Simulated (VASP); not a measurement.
Crystal: C.

```
C
1.0
     2.45600    0.00000    0.00000
    -1.22800    2.12696    0.00000
     0.00000    0.00000    6.69600
C
4
Direct
  0.00000 0.00000 0.75000
  0.00000 0.00000 0.25000
  0.33333 0.66667 0.75000
  0.66667 0.33333 0.25000
```

* Program: VASP 6.6.1
* Task: relaxation of cell and atoms
* Functional: PBE
* Potentials or basis: VASP PAW PBE potentials, release 64 (C)
* Cutoff: 520 eV
* k mesh: 15 × 15 × 6
* Occupations: gaussian, width 0.02 eV
* Spin: no spin polarisation

At the start: pressure 5.0 GPa; volume 8.74 Å³/atom.

Question: How do energy, volume and symmetry change on relaxing?

Answer: Over 9 steps the energy falls by 12.2 meV/atom and the volume is 9.92 Å³/atom (+13.4 %); space group P6_3/mmc (No. 194, to 0.05 Å).

Step by step:
```
step  energy change (eV)  largest force (eV/Å)  pressure (GPa)  volume (Å³)
   1              0.0000                0.0000            5.00        34.98
   2              0.0166                0.0000           -7.07        36.38
   3             -0.0080                0.0000            0.40        35.48
   4             -0.0147                0.0000            0.34        35.81
   5             -0.0306                0.0000            0.18        36.81
   6             -0.0472                0.0000           -0.08        38.80
   7             -0.0489                0.0000           -0.21        39.69
   8             -0.0473                0.0000            1.85        39.43
   9             -0.0489                0.0000            0.00        39.67
```

Final structure:
```
C
1.0
     2.46763    0.00000    0.00000
    -1.23381    2.13703    0.00000
     0.00000    0.00000    7.52181
C
4
Cartesian
  0.0000 0.0000 5.6414
  0.0000 0.0000 1.8805
  0.0000 1.4247 5.6414
  1.2338 0.7123 1.8805
```

Caveat: this functional lacks dispersion, which binds the layers, so the pressure and a relaxed spacing across them are unreliable; the volume moved by +13 % from the deposited cell, more than functionals usually miss.
